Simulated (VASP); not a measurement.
# A VASP study of BAs (r2SCAN + rVV10): structure first, properties next, part 3 of 8

Aim: relax BAs with r2SCAN + rVV10, compute its properties on that cell and hold them against experiment. The start is a cell from a database of measured crystal structures.

VASP 6.6.1, plane waves and PAW; the level of theory is named at each step.

So far, least gap on mesh and path (eV): step 4 (bands along the symmetry lines (r2SCAN + rVV10)) 1.33. The relaxed cell has a = 4.780 Å (conventional setting).

## Step 5: Total and projected DOS (r2SCAN + rVV10)

Level of this step: r2SCAN with rVV10; plane waves and PAW (B, As) (VASP).

A density of states needs more k-points than a total energy; ISMEAR = -5 takes tetrahedra, and LORBIT projects the states on the PAW spheres. The mesh is finer than in the run before.

File INCAR:

```
SYSTEM = BAs
PREC = Accurate
ENCUT = 420
EDIFF = 1E-06
NELM = 100
ISMEAR = -5
SIGMA = 0.05
LREAL = .FALSE.
ALGO = Normal
METAGGA = R2SCAN
LUSE_VDW = .TRUE.
IVDW_NL = 2
BPARAM = 11.95
CPARAM = 0.0093
LASPH = .TRUE.
NBANDS = 16
LORBIT = 11
LWAVE = .FALSE.
LCHARG = .FALSE.
KPAR = 2
NEDOS = 2001
```

File POSCAR:

```
BAs
1.0
    0.0000000000      2.3898420644      2.3898420644
    2.3898420644      0.0000000000      2.3898420644
    2.3898420644      2.3898420644      0.0000000000
B As
1 1
Direct
    0.0000000000      0.0000000000      0.0000000000
    0.2500000000      0.2500000000      0.2500000000
```

File KPOINTS:

```
Automatic mesh
0
Gamma
10 10 10
0 0 0
```

The projector-augmented-wave data sets are B and As (PBE family, release 64).

On the command line:

```sh
$ mpirun -np 2 vasp_std
```

Output:

```text
[... set-up lines as in an earlier step ...]
 entering main loop
       N       E                     dE             d eps       ncg     rms          rms(c)
Total rVV10 correction in eV:      0.0897774    10.0781823
Total rVV10 correction in eV:      0.0897774    10.0781823
DAV:   1    -0.140810285967E+01   -0.14081E+01   -0.32430E+03  1504   0.383E+02
DAV:   2    -0.232230315528E+02   -0.21815E+02   -0.21126E+02  2032   0.843E+01
DAV:   3    -0.237350182052E+02   -0.51199E+00   -0.51145E+00  1776   0.109E+01
DAV:   4    -0.237357472097E+02   -0.72900E-03   -0.72900E-03  1944   0.498E-01
DAV:   5    -0.237357480811E+02   -0.87147E-06   -0.87142E-06  1824   0.168E-02    0.498E+00
Total rVV10 correction in eV:      0.0982388    10.0781822
Total rVV10 correction in eV:      0.0982388    10.0781822
DAV:   6    -0.221752992635E+02    0.15604E+01   -0.80022E-01  1752   0.336E+00    0.276E+00
Total rVV10 correction in eV:      0.1084093    10.0781822
Total rVV10 correction in eV:      0.1084093    10.0781822
DAV:   7    -0.221399756185E+02    0.35324E-01   -0.15700E-01  1912   0.152E+00    0.975E-01
Total rVV10 correction in eV:      0.1154461    10.0781822
Total rVV10 correction in eV:      0.1154461    10.0781822
DAV:   8    -0.221373346520E+02    0.26410E-02   -0.12821E-02  1856   0.622E-01    0.926E-02
Total rVV10 correction in eV:      0.1159634    10.0781822
Total rVV10 correction in eV:      0.1159634    10.0781822
DAV:   9    -0.221375107892E+02   -0.17614E-03   -0.54424E-04  1760   0.112E-01    0.460E-02
Total rVV10 correction in eV:      0.1161874    10.0781822
Total rVV10 correction in eV:      0.1161874    10.0781822
DAV:  10    -0.221375336979E+02   -0.22909E-04   -0.32446E-05  1824   0.296E-02    0.119E-02
Total rVV10 correction in eV:      0.1162358    10.0781822
Total rVV10 correction in eV:      0.1162358    10.0781822
DAV:  11    -0.221375331957E+02    0.50211E-06   -0.49368E-06  1888   0.123E-02
Total rVV10 correction in eV:      0.1162530    10.0781822
Total rVV10 correction in eV:      0.1162530    10.0781822
Total rVV10 correction in eV:      0.1162531    10.0781822
Total rVV10 correction in eV:      0.1162531    10.0781822
   1 F= -.22137533E+02 E0= -.22137533E+02  d E =0.000000E+00
```

It took 18 s on 2 MPI ranks of Intel Xeon 6975P-C (Granite Rapids), shared host; peak memory 0.41 GiB; 34 s of CPU time.

Parts of OUTCAR (step 5):

```text
   k-points           NKPTS =     47   k-points in BZ     NKDIM =     47   number of bands    NBANDS=     16

   NELECT =       8.0000    total number of electrons

 E-fermi :   6.0223

 k-point     1 :       0.0000    0.0000    0.0000
  band No.  band energies     occupation
      1     -10.1469      2.00000
      2       6.0066      2.00000
      3       6.0066      2.00000
      4       6.0066      2.00000
      5       9.4417      0.00000
      6       9.4417      0.00000
      7       9.4417      0.00000
      8      11.1320      0.00000
      9      16.2907      0.00000
    ...

  Total        0.0019304      0.0019304      0.0019304     -0.0000000     -0.0000000      0.0000000
  in kB        0.1132981      0.1132981      0.1132981     -0.0000000     -0.0000000      0.0000000
  external PRESSURE =       0.1132981 kB  Pullay stress =       0.0000000 kB

 POSITION                                       TOTAL-FORCE (eV/Angst)
 -----------------------------------------------------------------------------------
      0.00000      0.00000      0.00000         0.000000      0.000000      0.000000
      1.19492      1.19492      1.19492         0.000000     -0.000000      0.000000
 -----------------------------------------------------------------------------------
    total drift:                                0.000000      0.000000      0.000000

  FREE ENERGIE OF THE ION-ELECTRON SYSTEM (eV)
  ---------------------------------------------------
  free  energy   TOTEN  =       -22.1375331957 eV

  energy  without entropy=      -22.1375331957  energy(sigma->0) =      -22.13753320

[... 6 parts as in an earlier step ...]

[... 10 further parts left out ...]
```

Numbers from this step:

```
irreducible k-points           : 47
free energy (TOTEN)            : -22.14 eV
Fermi energy                   : 6.022 eV
pressure                       : 0.01133 GPa
conduction bottom at k         : 0.4, 0.4, 0
gap on the k-mesh              : 1.336 eV
least direct gap on the k-mesh : 3.435 eV
```

The density of states has structure finer than the step of the table below, so its rows give means over 1 eV, whole bins alone (the curve runs from -12.0 to 9.33 eV). Peaks (eV: height): total -8.5: 2.00, -4.1: 1.23, 3.9: 1.77, 5.0: 2.48; As p -8.5: 0.421, -5.7: 0.289, -4.1: 0.370, 5.0: 0.442; B p -4.1: 0.267, 3.9: 0.302, 5.0: 0.355, 7.6: 0.248; As d 3.9: 0.158, 5.0: 0.210, 7.2: 0.0943; B s -8.5: 0.530, 3.5: 0.156, 5.0: 0.150.

States under -12.0 eV and over 9.3 eV are left out. Density of states against energy, zero at the valence-band top; means over each step; values in states/eV/cell:

| energy (eV) | total | As p | B p | As d | B s | As s |
| --- | --- | --- | --- | --- | --- | --- |
| -10 | 0 | 0 | 0 | 0 | 0 | 0 |
| -9 | 0.417 | 0.0896 | 0.0200 | 0.00369 | 0.104 | 0.0166 |
| -8 | 0.761 | 0.160 | 0.0451 | 0.00753 | 0.176 | 0.0534 |
| -7 | 0.308 | 0.0666 | 0.0273 | 0.00330 | 0.0540 | 0.0332 |
| -6 | 0.590 | 0.155 | 0.0910 | 0.00550 | 0.0375 | 0.0263 |
| -5 | 0.793 | 0.220 | 0.144 | 0.00951 | 0.0366 | 0.0242 |
| -4 | 1.09 | 0.326 | 0.236 | 0.0148 | 0.0274 | 0.0182 |
| -3 | 0.995 | 0.311 | 0.238 | 0.0177 | 0.0175 | 0.0119 |
| -2 | 0.727 | 0.235 | 0.191 | 0.0166 | 0.00792 | 0.00567 |
| -1 | 0.265 | 0.0850 | 0.0743 | 0.00883 | 0.00301 | 0.00224 |
| 0 | 0.0255 | 0.00817 | 0.00769 | 0.00109 | 6.3e-5 | 5.2e-5 |
| 1 | 0.00236 | 1.5e-4 | 1.9e-4 | 2.2e-4 | 2.2e-4 | 1.3e-4 |
| 2 | 0.265 | 0.0191 | 0.0282 | 0.0246 | 0.0206 | 0.0147 |
| 3 | 0.815 | 0.0636 | 0.114 | 0.0724 | 0.0604 | 0.0611 |
| 4 | 1.17 | 0.0911 | 0.199 | 0.104 | 0.0853 | 0.0999 |
| 5 | 1.20 | 0.200 | 0.184 | 0.0977 | 0.0778 | 0.0508 |
| 6 | 0.993 | 0.165 | 0.175 | 0.0815 | 0.0536 | 0.0376 |
| 7 | 1.03 | 0.169 | 0.213 | 0.0816 | 0.0566 | 0.0396 |
| 8 | 0.790 | 0.139 | 0.177 | 0.0650 | 0.0377 | 0.0222 |

The gap on this mesh is 1.34 eV. In the top eV of the valence band the largest shares in the PAW spheres are As p 32 % and B p 29 %; in the lowest eV of the conduction band, B p 10 %, As d 9 % and B s 8 %. The rest lies in smaller channels or between the spheres.

## Step 6: Zone-centre phonons (r2SCAN + rVV10)

Zone-centre modes test whether the atoms sit at a minimum within this cell. IBRION = 6 takes the force constants from differences of forces between displaced cells, so the forces must be tight.

File INCAR:

```
SYSTEM = BAs
PREC = Accurate
ENCUT = 420
EDIFF = 1E-08
NELM = 100
ISMEAR = 0
SIGMA = 0.05
LREAL = .FALSE.
ALGO = Normal
METAGGA = R2SCAN
LUSE_VDW = .TRUE.
IVDW_NL = 2
BPARAM = 11.95
CPARAM = 0.0093
LASPH = .TRUE.
NBANDS = 10
LORBIT = 11
LWAVE = .FALSE.
LCHARG = .FALSE.
KPAR = 2
IBRION = 6
NFREE = 2
POTIM = 0.015
ISIF = 2
NSW = 1
```

POSCAR is that of step 5.

File KPOINTS:

```
Automatic mesh
0
Gamma
7 7 7
0 0 0
```

On the command line:

```sh
$ mpirun -np 2 vasp_std
```

Output:

```text
[... set-up lines as in an earlier step ...]
 entering main loop
       N       E                     dE             d eps       ncg     rms          rms(c)
Total rVV10 correction in eV:      0.0897774    10.0781823
Total rVV10 correction in eV:      0.0897774    10.0781823
DAV:   1    -0.171197716973E+01   -0.17120E+01   -0.34139E+03   400   0.615E+02
[... 3 cycles as in an earlier step ...]
DAV:   5    -0.237303997939E+02   -0.15405E-05   -0.15406E-05   492   0.303E-02    0.498E+00
Total rVV10 correction in eV:      0.0982655    10.0781822
Total rVV10 correction in eV:      0.0982655    10.0781822
[... 1 cycle as in an earlier step ...]
Total rVV10 correction in eV:      0.1084110    10.0781822
Total rVV10 correction in eV:      0.1084110    10.0781822
DAV:   7    -0.221339627374E+02    0.34786E-01   -0.18937E-01   464   0.237E+00    0.961E-01
Total rVV10 correction in eV:      0.1154842    10.0781822
Total rVV10 correction in eV:      0.1154842    10.0781822
[... 1 cycle as in an earlier step ...]
Total rVV10 correction in eV:      0.1159904    10.0781822
Total rVV10 correction in eV:      0.1159904    10.0781822
[... 1 cycle as in an earlier step ...]
Total rVV10 correction in eV:      0.1162867    10.0781822
Total rVV10 correction in eV:      0.1162867    10.0781822
DAV:  10    -0.221311002245E+02   -0.44624E-04   -0.30843E-05   436   0.540E-02    0.162E-02
Total rVV10 correction in eV:      0.1163661    10.0781822
Total rVV10 correction in eV:      0.1163661    10.0781822
DAV:  11    -0.221311006264E+02   -0.40194E-06   -0.51744E-06   478   0.210E-02    0.725E-03
Total rVV10 correction in eV:      0.1163747    10.0781822
Total rVV10 correction in eV:      0.1163747    10.0781822
DAV:  12    -0.221311011764E+02   -0.54995E-06   -0.12881E-07   446   0.271E-03    0.760E-04
Total rVV10 correction in eV:      0.1163722    10.0781822
Total rVV10 correction in eV:      0.1163722    10.0781822
DAV:  13    -0.221311013443E+02   -0.16793E-06   -0.13205E-08   378   0.824E-04    0.820E-04
Total rVV10 correction in eV:      0.1163728    10.0781822
Total rVV10 correction in eV:      0.1163728    10.0781822
DAV:  14    -0.221311013250E+02    0.19289E-07   -0.73346E-10   254   0.246E-04    0.194E-05
Total rVV10 correction in eV:      0.1163728    10.0781822
Total rVV10 correction in eV:      0.1163728    10.0781822
DAV:  15    -0.221311013207E+02    0.42625E-08   -0.41893E-11   236   0.549E-05
Total rVV10 correction in eV:      0.1163728    10.0781822
Total rVV10 correction in eV:      0.1163728    10.0781822
Total rVV10 correction in eV:      0.1163727    10.0781822
Total rVV10 correction in eV:      0.1163727    10.0781822
   1 F= -.22131101E+02 E0= -.22131101E+02  d E =-.283432E-20
 Found     2 degrees of freedom:
 Finite differences POTIM= 0.01500 DOF=   2
 bond charge predicted
       N       E                     dE             d eps       ncg     rms          rms(c)
Total rVV10 correction in eV:      0.1163725    10.0781822
Total rVV10 correction in eV:      0.1163725    10.0781822
DAV:   1    -0.221290004898E+02    0.21008E-02   -0.18010E-01  1290   0.300E+00    0.724E-02
Total rVV10 correction in eV:      0.1163710    10.0781822
Total rVV10 correction in eV:      0.1163710    10.0781822
DAV:   2    -0.221291841533E+02   -0.18366E-03   -0.16136E-03  1602   0.302E-01    0.385E-02
Total rVV10 correction in eV:      0.1163709    10.0781822
Total rVV10 correction in eV:      0.1163709    10.0781822
DAV:   3    -0.221291690987E+02    0.15055E-04   -0.10688E-04  1442   0.660E-02    0.712E-03
Total rVV10 correction in eV:      0.1163707    10.0781822
Total rVV10 correction in eV:      0.1163707    10.0781822
DAV:   4    -0.221291715940E+02   -0.24952E-05   -0.75475E-06  1502   0.212E-02    0.376E-03
Total rVV10 correction in eV:      0.1163704    10.0781822
Total rVV10 correction in eV:      0.1163704    10.0781822
DAV:   5    -0.221291724788E+02   -0.88479E-06   -0.74131E-07  1400   0.821E-03    0.445E-04
Total rVV10 correction in eV:      0.1163704    10.0781822
Total rVV10 correction in eV:      0.1163704    10.0781822
DAV:   6    -0.221291724434E+02    0.35387E-07   -0.10860E-08  1456   0.779E-04    0.212E-04
Total rVV10 correction in eV:      0.1163704    10.0781822
Total rVV10 correction in eV:      0.1163704    10.0781822
DAV:   7    -0.221291724239E+02    0.19519E-07   -0.14406E-09   800   0.293E-04    0.243E-05
Total rVV10 correction in eV:      0.1163704    10.0781822
Total rVV10 correction in eV:      0.1163704    10.0781822
DAV:   8    -0.221291724236E+02    0.30326E-09   -0.10538E-10   752   0.802E-05
Total rVV10 correction in eV:      0.1163704    10.0781822
Total rVV10 correction in eV:      0.1163704    10.0781822
Total rVV10 correction in eV:      0.1163704    10.0781822
Total rVV10 correction in eV:      0.1163704    10.0781822
   2 F= -.22129172E+02 E0= -.22129172E+02  d E =-.101007E-10
[...]
3 F= -.22129172E+02 E0= -.22129172E+02  d E =-.792781E-11
[...]
4 F= -.22129172E+02 E0= -.22129172E+02  d E =-.877419E-11
 Finite differences progress:
  Degree of freedom:   2/  2
  Displacement:        1/  2
  Total:               3/  4
 bond charge predicted
       N       E                     dE             d eps       ncg     rms          rms(c)
Total rVV10 correction in eV:      0.1163833    10.0781823
Total rVV10 correction in eV:      0.1163833    10.0781823
DAV:   1    -0.221273360200E+02    0.18355E-02   -0.28753E-01  1336   0.299E+00    0.148E-01
Total rVV10 correction in eV:      0.1163793    10.0781823
Total rVV10 correction in eV:      0.1163793    10.0781823
DAV:   2    -0.221290713998E+02   -0.17354E-02   -0.64459E-03  1454   0.611E-01    0.872E-02
Total rVV10 correction in eV:      0.1163719    10.0781823
Total rVV10 correction in eV:      0.1163719    10.0781823
DAV:   3    -0.221291651634E+02   -0.93764E-04   -0.92009E-05  1504   0.851E-02    0.177E-02
Total rVV10 correction in eV:      0.1163709    10.0781823
Total rVV10 correction in eV:      0.1163709    10.0781823
DAV:   4    -0.221291717558E+02   -0.65924E-05   -0.57208E-06  1496   0.212E-02    0.278E-03
Total rVV10 correction in eV:      0.1163706    10.0781823
Total rVV10 correction in eV:      0.1163706    10.0781823
DAV:   5    -0.221291715198E+02    0.23597E-06   -0.22297E-07  1500   0.379E-03    0.542E-04
Total rVV10 correction in eV:      0.1163704    10.0781823
Total rVV10 correction in eV:      0.1163704    10.0781823
DAV:   6    -0.221291715054E+02    0.14428E-07   -0.13752E-08  1276   0.970E-04    0.161E-04
Total rVV10 correction in eV:      0.1163704    10.0781823
Total rVV10 correction in eV:      0.1163704    10.0781823
DAV:   7    -0.221291715020E+02    0.33521E-08   -0.13141E-09   786   0.311E-04
Total rVV10 correction in eV:      0.1163704    10.0781823
Total rVV10 correction in eV:      0.1163704    10.0781823
Total rVV10 correction in eV:      0.1163704    10.0781823
Total rVV10 correction in eV:      0.1163704    10.0781823
   5 F= -.22129172E+02 E0= -.22129172E+02  d E =-.996518E-11
 Finite differences progress:
  Degree of freedom:   2/  2
  Displacement:        2/  2
  Total:               4/  4
```

It took 76 s on 2 MPI ranks; peak memory 0.44 GiB; 2.5 min of CPU time.

OUTCAR, selected parts (step 6):

```text
   NELECT =       8.0000    total number of electrons

 E-fermi :   6.3206

 k-point     1 :       0.0000    0.0000    0.0000
  band No.  band energies     occupation
      1     -10.1454      2.00000
      2       5.8966      2.00000
      3       6.0100      2.00000
      4       6.1210      2.00000
      5       9.3579      0.00000
      6       9.4420      0.00000
      7       9.5290      0.00000
      8      11.1345      0.00000
      9      16.2902      0.00000
    ...

  Total        0.0027584      0.0061211      0.0061211      0.0000000      0.1039363      0.0000000
  in kB        0.1618958      0.3592559      0.3592559      0.0000000      6.1001459      0.0000000
  external PRESSURE =       0.2934692 kB  Pullay stress =       0.0000000 kB

 POSITION                                       TOTAL-FORCE (eV/Angst)
 -----------------------------------------------------------------------------------
      0.00000      0.00000      0.00000        -0.257351     -0.000000     -0.000000
      1.17992      1.19492      1.19492         0.257351      0.000000      0.000000
 -----------------------------------------------------------------------------------
    total drift:                               -0.000067      0.000000      0.000000

  FREE ENERGIE OF THE ION-ELECTRON SYSTEM (eV)
  ---------------------------------------------------
  free  energy   TOTEN  =       -22.1291715020 eV

  energy  without entropy=      -22.1291715020  energy(sigma->0) =      -22.12917150

 Eigenvectors and eigenvalues of the dynamical matrix
 ----------------------------------------------------

   1 f  =   21.065587 THz   132.358989 2PiTHz  702.672360 cm-1    87.120230 meV
             X         Y         Z           dx          dy          dz
      0.000000  0.000000  0.000000     0.000000    0.934816    0.000000
      1.194921  1.194921  1.194921     0.000000   -0.355133    0.000000

   2 f  =   21.065587 THz   132.358989 2PiTHz  702.672360 cm-1    87.120230 meV
             X         Y         Z           dx          dy          dz
      0.000000  0.000000  0.000000     0.934816    0.000000    0.000000
      1.194921  1.194921  1.194921    -0.355133    0.000000    0.000000

   3 f  =   21.065587 THz   132.358989 2PiTHz  702.672360 cm-1    87.120230 meV
             X         Y         Z           dx          dy          dz
      0.000000  0.000000  0.000000     0.000000    0.000000    0.934816
      1.194921  1.194921  1.194921     0.000000    0.000000   -0.355133

   4 f/i=    0.000581 THz     0.003650 2PiTHz    0.019375 cm-1     0.002402 meV
             X         Y         Z           dx          dy          dz
      0.000000  0.000000  0.000000    -0.355133    0.000000    0.000000
      1.194921  1.194921  1.194921    -0.934816    0.000000    0.000000

   5 f/i=    0.000581 THz     0.003650 2PiTHz    0.019375 cm-1     0.002402 meV
             X         Y         Z           dx          dy          dz
      0.000000  0.000000  0.000000     0.000000    0.000000   -0.355133
      1.194921  1.194921  1.194921     0.000000    0.000000   -0.934816

   6 f/i=    0.000581 THz     0.003650 2PiTHz    0.019375 cm-1     0.002402 meV
             X         Y         Z           dx          dy          dz
      0.000000  0.000000  0.000000     0.000000   -0.355133    0.000000
      1.194921  1.194921  1.194921     0.000000   -0.934816    0.000000

 ELASTIC MODULI CONTR FROM IONIC RELAXATION (kBar)
 Direction    XX          YY          ZZ          XY          YZ          ZX
 --------------------------------------------------------------------------------
 XX          -0.0000     -0.0000      0.0000     -0.0000      0.0000     -0.0000
 YY          -0.0000     -0.0000     -0.0000     -0.0000     -0.0000     -0.0000
 ZZ           0.0000     -0.0000     -0.0000      0.0000     -0.0000     -0.0000
 XY          -0.0000     -0.0000      0.0000   -164.2826      0.0000      0.0000
 YZ           0.0000     -0.0000     -0.0000      0.0000   -164.2826      0.0000
 ZX          -0.0000     -0.0000     -0.0000      0.0000      0.0000   -164.2826
 --------------------------------------------------------------------------------

[... 8 parts as in an earlier step ...]

[... 9 further parts left out ...]
```

The last energy, forces, stress and levels in OUTCAR belong to the last displaced cell, not to the cell of POSCAR.

This step gave:

| Property | Result |
| --- | --- |
| bands | 10 |
| irreducible k-points | 20 |
| pressure of the cell | 0.01374 GPa |
| largest force of the cell | 0 eV/Å |

Transverse limit, no LO-TO splitting. Modes at Γ, with each element's share of the kinetic energy:

| mode | frequency (cm⁻¹) | symmetry | B % | As % |
| --- | --- | --- | --- | --- |
| 1 | 0.0 | acoustic | 13 | 87 |
| 2 | 0.0 | acoustic | 13 | 87 |
| 3 | 0.0 | acoustic | 13 | 87 |
| 4 | 702.7 | T2 | 87 | 13 |
| 5 | 702.7 | T2 | 87 | 13 |
| 6 | 702.7 | T2 | 87 | 13 |

Displacements in mode 6 (702.7 cm⁻¹), the largest set to 1:
```
B1   0.00  1.00  0.00
As2  0.00 -0.14  0.00
```

The three acoustic modes come out at zero, and all others are real. By the characters of their eigenvectors the optical modes sort into (cm⁻¹) Raman active: T2 703; infrared active: T2 703.

(Continued in part 4 of 8.)

[Lines on the potential files, build, host, timing and source positions are cut from VASP's logs without a mark.]

[Logs are printed without paths, hosts, clocks, repeated set-up lines and the standing remarks that a program may print on its own settings, such as how far it seeks lower states.]

[Hosts, paths, dates, database ids (printed as entryN), source tags and the programs' standing remarks are cut or masked in the printed files.]

[A measured line is paired with the nearest computed mode of its activity, which favours agreement.]
